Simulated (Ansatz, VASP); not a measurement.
# Cu: VASP beside Ansatz, part 2 of 2

One calculation is typed for both programs; each brings its own data sets. How far apart do they land? The structure shown is frame 250 of Ansatz's trajectory.

VASP 6.6.1 and Ansatz 0.2.0.

So far: The starting structure; Ansatz: dynamics, PBE.

## Step 3: VASP: single point, PBE

Level of this step: PBE; plane waves and PAW (Cu) (VASP).

The same cell, functional, mesh and smearing now go to VASP, with its own data sets.

Lines of VASP's logs that name or quote its potential files are left out, and so is its time.

The input, INCAR:

```
SYSTEM = Cu
PREC = Accurate
ENCUT = 520
EDIFF = 1E-06
NELM = 120
ISMEAR = -1
SIGMA = 0.123
LREAL = Auto
ALGO = Normal
GGA = PE
NBANDS = 312
LASPH = .TRUE.
LORBIT = 11
LWAVE = .FALSE.
LCHARG = .FALSE.
ISIF = 2
GGA_COMPAT = .FALSE.
NCORE = 2
```

The input, POSCAR:

```
Cu
1.0
    8.5873000000      0.0000000000      0.0000000000
    0.0000000000      8.5873000000      0.0000000000
    0.0000000000      0.0000000000      8.5873000000
Cu
48
Direct
    0.3672982195      0.2493216727      0.0422950171
    0.1888253584      0.4656178310      0.9405866803
    0.4269211510      0.1539249822      0.6383729461
    0.8757001619      0.2076205559      0.0031558231
    0.8547040397      0.6346698031      0.6163636999
    0.9546190304      0.9804362256      0.7828304589
    0.6678699941      0.1367717443      0.8073084672
    0.4280390810      0.4231714276      0.8057596683
    0.9031826069      0.8715195696      0.1445157384
    0.9683020274      0.4378559035      0.8131775995
    0.3873976687      0.7017106658      0.0091763418
    0.8751528420      0.1545305276      0.2804140999
    0.9548519325      0.4093719796      0.4553002690
    0.4850418641      0.4935311448      0.1809649133
    0.6926624201      0.4571984209      0.0166175631
    0.4154856591      0.9904277247      0.8588264064
    0.3507388818      0.6873289625      0.2796222328
    0.3360078255      0.6843478160      0.7154285980
    0.1140405017      0.6705017875      0.1455288624
    0.5941331967      0.6377441105      0.7894215877
    0.7157779512      0.3894937873      0.3002107764
    0.4250579344      0.4035028472      0.5119187638
    0.1622745217      0.9008186508      0.3477344451
    0.9833475015      0.3995551570      0.1321253479
    0.1301223900      0.1813026213      0.1993175969
    0.1443177716      0.1464604707      0.4727096992
    0.8221210392      0.6858383892      0.9225484145
    0.6265764559      0.1841090913      0.0962700732
    0.9467120049      0.9021694828      0.4997030499
    0.6788979074      0.4176400033      0.6222910577
    0.2217460669      0.9318179172      0.6471999348
    0.6648888475      0.9109382460      0.9500425046
    0.1933553038      0.4183270644      0.6598348724
    0.6567955003      0.8874733618      0.6533718398
    0.1500238725      0.9423334459      0.0201343845
    0.6298603752      0.6334936476      0.4592945396
    0.6665540973      0.9326214293      0.3444272356
    0.0648865185      0.7319413553      0.7761228791
    0.1555087164      0.6418315419      0.4993304065
    0.6614535419      0.7110733292      0.1712878320
    0.4625784589      0.2240168621      0.3299290813
    0.9122774330      0.6432173093      0.3230584701
    0.7213559559      0.1665366297      0.5284082308
    0.9213256786      0.2164358995      0.6778614931
    0.1920859874      0.4429681041      0.2965542138
    0.4259313172      0.9796676487      0.1382040921
    0.4272821492      0.9876911253      0.4438647771
    0.1694013252      0.1632643555      0.8103478393
```

The input, KPOINTS:

```
Automatic mesh
0
Gamma
1 1 1
0 0 0
```

The projector-augmented-wave data sets are Cu (PBE family, release 64).

Command:

```console
$ mpirun -np 8 vasp_gam
```

Numbers of over 12 decimals in the logs are rounded to 6 here.

Log:

```text
[banner, memory and clock lines left out]
running    8 mpi-ranks, on    1 nodes
[...]
LDA part: xc-table for (Slater+PW92), standard interpolation
 POSCAR, INCAR and KPOINTS ok, starting setup
[...]
entering main loop
       N       E                     dE             d eps       ncg     rms          rms(c)
DAV:   1     0.706231134313E+04    0.70623E+04   -0.23028E+05   624   0.345E+03
DAV:   2     0.137854054986E+04   -0.56838E+04   -0.55239E+04   624   0.798E+02
DAV:   3    -0.312246684550E+02   -0.14098E+04   -0.13261E+04   624   0.337E+02
DAV:   4    -0.200895740441E+03   -0.16967E+03   -0.15348E+03   656   0.149E+02
[...]
DAV:  19    -0.171054712470E+03   -0.12479E-05   -0.21184E-05   664   0.413E-02    0.116E-02
DAV:  20    -0.171054710757E+03    0.17138E-05   -0.76798E-06   608   0.270E-02    0.380E-03
DAV:  21    -0.171054710865E+03   -0.10809E-06   -0.43267E-06   488   0.169E-02
   1 F= -.17105471E+03 E0= -.17050142E+03  d E =-.110657E+01
```

Parts of OUTCAR (step 3):

```text
  Total        4.3385771      0.7817507     -5.8835620      1.1448176     -0.3052050     -0.3999105
  in kB       10.9771095      1.9779210    -14.8861028      2.8965229     -0.7722044     -1.0118206
  external PRESSURE =      -0.6436908 kB  Pullay stress =       0.0000000 kB

 POSITION                                       TOTAL-FORCE (eV/Angst)
 -----------------------------------------------------------------------------------
      3.15410      2.14100      0.36320        -0.668964      0.215873     -0.282461
      1.62150      3.99840      8.07710         1.256532      0.577509      1.294351
      3.66610      1.32180      5.48190        -0.067721      1.292955      0.962021
      7.51990      1.78290      0.02710         0.599687     -1.482378     -1.791920
      7.33960      5.45010      5.29290         0.438339      0.528523      0.451244
      8.19760      8.41930      6.72240        -0.875397     -0.850056      0.916814
      5.73520      1.17450      6.93260         0.020548      1.101561     -0.346910
      3.67570      3.63390      6.91930         0.754882     -0.947816      0.411584
      7.75590      7.48400      1.24100        -0.164323      0.584765      0.096176
      8.31510      3.76000      6.98300        -2.082086      0.845254      0.336349
      3.32670      6.02580      0.07880         0.047825      0.286721     -0.857750
      7.51520      1.32700      2.40800        -0.435044     -0.705666      0.608054
      8.19960      3.51540      3.90980         0.259118     -0.950335      0.624405
      4.16520      4.23810      1.55400        -0.603004     -1.698913      0.045543
[...]
-----------------------------------------------------------------------------------
    total drift:                               -0.002145      0.003712     -0.000046

  FREE ENERGIE OF THE ION-ELECTRON SYSTEM (eV)
  ---------------------------------------------------
  free  energy   TOTEN  =      -171.0547108646 eV

  energy  without entropy=     -169.9481358832  energy(sigma->0) =     -170.50142337

[... 3 further parts left out ...]
[key lines of the parts left out:]
E-fermi :   5.9739
```

The gap is under twice the smearing width, so the edge states are partly filled and the run can't tell a small gap from a semimetal.

## Step 4: Comparison

Known differences besides the potentials themselves: the data sets hold 912 valence electrons in Ansatz (on its default PAW (the set named soft_2) files) and 528 in VASP; the cutoff is 420 eV in Ansatz and 520 eV in VASP (PREC = Accurate, projectors in real space). Total energies have different zeros and are not compared.

Forces on 8 of the 48 atoms, those with the largest forces and the largest differences (eV/Å; atoms numbered as in POSCAR):

```
atom          Ansatz x, y, z            VASP x, y, z
 Cu2     1.254, 0.574, 1.281     1.257, 0.578, 1.294
 Cu3    -0.071, 1.284, 0.947    -0.068, 1.293, 0.962
 Cu4   0.597, -1.472, -1.784   0.600, -1.482, -1.792
Cu10    -2.070, 0.842, 0.340    -2.082, 0.845, 0.336
Cu17     0.282, 1.544, 1.667     0.288, 1.553, 1.680
Cu24    -0.719, 1.840, 0.302    -0.724, 1.853, 0.302
Cu43  -1.546, -1.222, -1.626  -1.553, -1.229, -1.638
Cu47  -0.889, -2.012, -0.479  -0.891, -2.031, -0.473
```

The forces differ by 6.1 meV/Å r.m.s., which is 0.8 % of the r.m.s. force of 0.777 eV/Å (both taken over all components).

## Step 5: What came out

| Property | Result |
| --- | --- |
| r.m.s. force difference (single point, PBE) | 0.78 % of the r.m.s. force |

In words: The r.m.s. force difference is 0.78 % of the r.m.s. force (single point, PBE), within the 3 % picked in this series as the mark of a large difference. The data sets hold unlike numbers of valence electrons (912 in Ansatz and 528 in VASP), so part of the differences comes from the potentials. 2 further runs of this series are not shown here. How closely two codes agree says nothing of how well the functional describes the real material.

[Lines on the potential files, build, host, timing and source positions are cut from VASP's logs without a mark.]

[Logs are printed without paths, hosts, clocks, repeated set-up lines and the standing remarks that a program may print on its own settings, such as how far it seeks lower states.]

[Hosts, paths, dates, database ids (printed as entryN), source tags and the programs' standing remarks are cut or masked in the printed files.]
